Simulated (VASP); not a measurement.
Input:

```
TlCl
1.0
    3.81767     0.00000     0.00000
    0.00000     3.81767     0.00000
    0.00000     0.00000     3.81767
Tl Cl
1 1
Direct
  0.00000   0.00000   0.00000
  0.50000   0.50000   0.50000
```

Method: rev-vdW-DF2, VASP's PBE PAW potentials (set 64) (plane waves; VASP). Numerical set-up: 520 eV cut-off, 8×8×8 Γ-centred mesh, tetrahedra with Blöchl corrections, potentials Tl_d Cl.

Unless said otherwise, spin-orbit coupling is left out, though it shifts the bands of the heavy elements here.

Task: Estimate the energy per atom (σ→0), band gap (on the k-mesh) with the smallest direct gap where there is one.

Result: 
```
Property                                      Value
-----------------------------------  --------------
band gap (on the k-mesh)                    2.02 eV
smallest direct gap (on the k-mesh)         2.02 eV
energy per atom (σ→0)                -0.937 eV/atom
```

The compound is TlCl in the CsCl type structure. It was relaxed first.
